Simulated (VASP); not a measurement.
# BaZrP (P4/mmm) in VASP: single point with PBE

Aim: the single point of BaZrP with PBE.

Everything below comes from runs of VASP 6.6.1. Logs are shortened: lines on timing, memory, paths and dates and some standing lists are left out, and cuts for length are marked.

## Step 1: The cell of the first run

The structure is tetragonal, space group P4/mmm (No. 123). Conventional cell: a = 4.820 Å, b = 4.820 Å, c = 4.963 Å, α = 90.00°, β = 90.00°, γ = 90.00°. Around Ba (site symmetry 4/mmm) lie 4 Zr at 3.41 Å. Zr (site symmetry 4/mmm) is surrounded by 2 P at 2.48 Å. P (site symmetry 4/mmm) has 2 Zr at 2.48 Å as nearest neighbours.

The cell was built by a generator and needn't be a form met in nature.

## Step 2: Single point, PBE (random cell by space group and Wyckoff sites (P4/mmm, No. 123))

Contents of INCAR:

```
SYSTEM = BaZrP
ALGO = Fast ; EDIFF = 1E-6
ENCUT = 520 ; GGA = PE
ISIF = 2 ; ISMEAR = 0
LASPH = .True. ; LCHARG = .True.
LELF = .True. ; LREAL = .False.
LVHAR = .True. ; LWAVE = .False.
NBANDS = 20 ; NELM = 100
PREC = Accurate ; SIGMA = 0.1
```

Contents of KPOINTS:

```
k-points
0
Gamma
  10 10 10
  0 0 0
```

Contents of POSCAR:

```
BaZrP
1.0
    4.8196585840      0.0000000000      0.0000000000
    0.0000000000      4.8196585840      0.0000000000
    0.0000000000      0.0000000000      4.9633267736
Ba Zr P
1 1 1
Direct
    0.5000000000      0.5000000000      0.0000000000
    0.0000000000      0.0000000000      0.0000000000
    0.0000000000      0.0000000000      0.5000000000
```

Potentials or basis: VASP PAW PBE potentials, release 64 (Ba_sv, Zr_sv, P).

On the command line:

```sh
$ cat potpaw_PBE.64/Ba_sv/POTCAR potpaw_PBE.64/Zr_sv/POTCAR potpaw_PBE.64/P/POTCAR > POTCAR
$ mpirun -np 1 vasp_std > vasp.out
```

OUTCAR:

```text
SYSTEM = BaZrP
   EDIFF = 1E-6
   ENCUT = 520
   GGA = PE
   ISIF = 2
   ISMEAR = 0
   LASPH = .True.
   LREAL = .False.
   NELM = 100
   PREC = Accurate

 ion  position               nearest neighbor table
   1  0.500  0.500  0.000-   2 3.41   2 3.41   2 3.41   2 3.41
   2  0.000  0.000  0.000-   3 2.48   3 2.48   1 3.41   1 3.41   1 3.41   1 3.41
   3  0.000  0.000  0.500-   2 2.48   2 2.48

  LATTYP: Found a simple tetragonal cell.
 ALAT       =     4.8196585840
 C/A-ratio  =     1.0298087898

  Lattice vectors:

 A1 = (   4.8196585840,   0.0000000000,   0.0000000000)
 A2 = (   0.0000000000,   4.8196585840,   0.0000000000)
 A3 = (   0.0000000000,   0.0000000000,   4.9633267736)

Analysis of symmetry for initial positions (statically):
=====================================================================
 Subroutine PRICEL returns:
 Original cell was already a primitive cell.

 Routine SETGRP: Setting up the symmetry group for a
 simple tetragonal supercell.

 Subroutine GETGRP returns: Found 16 space group operations
 (whereof 16 operations were pure point group operations)
 out of a pool of 16 trial point group operations.

The static configuration has the point symmetry D_4h.

Analysis of symmetry for dynamics (positions and initial velocities):
=====================================================================
 Subroutine PRICEL returns:
 Original cell was already a primitive cell.

 Routine SETGRP: Setting up the symmetry group for a
 simple tetragonal supercell.

 Subroutine GETGRP returns: Found 16 space group operations
 (whereof 16 operations were pure point group operations)
 out of a pool of 16 trial point group operations.

The dynamic configuration has the point symmetry D_4h.

 Subroutine INISYM returns: Found 16 space group operations
 (whereof 16 operations are pure point group operations),
 and found     1 'primitive' translations

----------------------------------------------------------------------------------------

                                     Primitive cell

  volume of cell :     115.2937

  direct lattice vectors                    reciprocal lattice vectors
     4.819658584  0.000000000  0.000000000     0.207483576  0.000000000  0.000000000
     0.000000000  4.819658584  0.000000000     0.000000000  0.207483576  0.000000000
     0.000000000  0.000000000  4.963326774     0.000000000  0.000000000  0.201477768
[... 85 lines left out ...]
   NELM   =    100;   NELMIN=  2; NELMDL= -5     # of ELM steps
   EDIFF  = 0.1E-05   stopping-criterion for ELM
   LREAL  =      F    real-space projection
   EDIFFG = 0.1E-04   stopping-criterion for IOM
   NSW    =      0    number of steps for IOM
   IBRION =     -1    ionic relax: 0-MD 1-quasi-New 2-CG
   NFREE  =      0    steps in history (QN), initial steepest desc. (CG)
   ISIF   =      2    stress and relaxation
   ISYM   =      2    0-nonsym 1-usesym 2-fastsym
   POTIM  = 0.5000    time-step for ionic-motion
   TEBEG  =    0.0;   TEEND  =   0.0 temperature during run
   PSTRESS=    0.0 pullay stress
   NELECT =      27.0000    total number of electrons
   NUPDOWN=      -1.0000    fix difference up-down
   EMIN   =  10.00;   EMAX   =-10.00  energy-range for DOS
   EFERMI =   0.00;   METHOD = LEGACY
   ISMEAR =     0;   SIGMA  =   0.10  broadening in eV -4-tet -1-fermi 0-gaus
   EFERMI_NEDOS =   21; number of points for ismear=-14 and -15
   IALGO  =     68    algorithm
   IMIX   =      4    mixing-type and parameters
     AMIX     =   0.40;   BMIX     =  1.00
     AMIX_MAG =   1.60;   BMIX_MAG =  1.00
  volume/ion in A,a.u.               =      38.43       259.35
  Fermi-wavevector in a.u.,A,eV,Ry     =   1.009085  1.906894 13.854158  1.018252
  Thomas-Fermi vector in A             =   2.141991
   LORBIT       =      0    0 simple, 1 ext, 2 COOP (PROOUT), +10 PAW based schemes
   GGA     = PE    functional components
   LHFCALC =     F    Hartree Fock is set to
   AEXX    =    0.0000 exact exchange contribution
   IVDW    =     0    specifies the selected vdW correction
   LEPSILON=     F    determine dielectric tensor
   LRPA    =     F    only Hartree local field effects (RPA)
 non-spin polarized calculation
 RMM-DIIS sequential band-by-band and
 Gauss-broadening in eV      SIGMA  =   0.10
  energy-cutoff  :      520.00
  volume of cell :      115.29
 maximum number of plane-waves:      3144
 NGX is ok and might be reduce to    36
   NGX = 17   NGY = 17   NGZ = 19

 number of electron      26.9999998 magnetization

 Free energy of the ion-electron system (eV)
  ---------------------------------------------------
  ext. energy  EPLUGINS =         0.00000000
  ---------------------------------------------------
  free energy    TOTEN  =       -14.98112084 eV

  energy without entropy =      -14.96276004  energy(sigma->0) =      -14.97194044

 E-fermi :   2.8677     XC(G=0):  -8.1951

 val. band max:        2.8656259199   @ k =   0.5000   0.2000   0.2000
 cond. band min:       2.8795978103   @ k =   0.5000   0.0000   0.0000
 fundamental gap:      0.0139718904
 Fermi energy:         2.8677082244

 k-point     1 :       0.0000    0.0000    0.0000
  band No.  band energies     occupation
      1     -46.1999      2.00000
      2     -25.3663      2.00000
      3     -24.3621      2.00000
      4     -24.3621      2.00000
      5     -24.1041      2.00000
      6     -10.5835      2.00000
[... 541 lines left out ...]
     19       6.6595      0.00000
     20       7.0884      0.00000

 [... further k-points ...]

------------------------ aborting loop because EDIFF is reached ----------------------------------------

  FORCE on cell =-STRESS in cart. coord.  units (eV):
  Direction    XX          YY          ZZ          XY          YZ          ZX
  --------------------------------------------------------------------------------------
  -------------------------------------------------------------------------------------
  Total        0.1446023      0.1446023      0.0194066      0.0000000      0.0000000      0.0000000
  in kB        2.0094647      2.0094647      0.2696838      0.0000000      0.0000000      0.0000000
  external PRESSURE =       1.4295377 kB  Pullay stress =       0.0000000 kB

 VOLUME and BASIS-vectors are now :
 -----------------------------------------------------------------------------
  energy-cutoff  :      520.00
  volume of cell :      115.29
      direct lattice vectors                 reciprocal lattice vectors
     4.819658584  0.000000000  0.000000000     0.207483576  0.000000000  0.000000000
     0.000000000  4.819658584  0.000000000     0.000000000  0.207483576  0.000000000
     0.000000000  0.000000000  4.963326774     0.000000000  0.000000000  0.201477768

 POSITION                                       TOTAL-FORCE (eV/Angst)
 -----------------------------------------------------------------------------------
      2.40983      2.40983      0.00000         0.000000      0.000000      0.000000
      0.00000      0.00000      0.00000         0.000000      0.000000      0.000000
      0.00000      0.00000      2.48166         0.000000      0.000000      0.000000
 -----------------------------------------------------------------------------------
    total drift:                                0.000000      0.000000     -0.000000

  FREE ENERGIE OF THE ION-ELECTRON SYSTEM (eV)
  ---------------------------------------------------
  free  energy   TOTEN  =       -14.9811208358 eV

  energy  without entropy=      -14.9627600396  energy(sigma->0) =      -14.97194044
```

stdout:

```text
POSCAR found type information on POSCAR BaZrP
 POSCAR found :  3 types and       3 ions
 scaLAPACK will be used
 LDA part: xc-table for (Slater+PW92), standard interpolation
 POSCAR, INCAR and KPOINTS ok, starting setup
 FFT: planning ... GRIDC
 FFT: planning ... GRID_SOFT
 FFT: planning ... GRID
 WAVECAR not read
 entering main loop
WARNING in EDDRMM: call to ZHEGV failed, returncode =   8  4     17
WARNING in EDDRMM: call to ZHEGV failed, returncode =   8  4      6
WARNING in EDDRMM: call to ZHEGV failed, returncode =   6  3     10
WARNING in EDDRMM: call to ZHEGV failed, returncode =   6  3      6
WARNING in EDDRMM: call to ZHEGV failed, returncode =   8  4     15
WARNING in EDDRMM: call to ZHEGV failed, returncode =   6  3     15
WARNING in EDDRMM: call to ZHEGV failed, returncode =   8  4     20
WARNING in EDDRMM: call to ZHEGV failed, returncode =   8  4     16
WARNING in EDDRMM: call to ZHEGV failed, returncode =   8  4     18
WARNING in EDDRMM: call to ZHEGV failed, returncode =   8  4     18
WARNING in EDDRMM: call to ZHEGV failed, returncode =   6  3     18
WARNING in EDDRMM: call to ZHEGV failed, returncode =   6  3     19
WARNING in EDDRMM: call to ZHEGV failed, returncode =   6  3     19
```

Run time: 16 min. Hardware: 1 thread of Intel Xeon Platinum 8259CL at 2.50GHz (Skylake/Cascade Lake), shared host; peak memory 0.47 GiB.

What came out:

- Free energy: -14.9811 eV
- Pressure: 0.1 GPa
- Band gap on the k mesh: none (metal or under the smearing width)
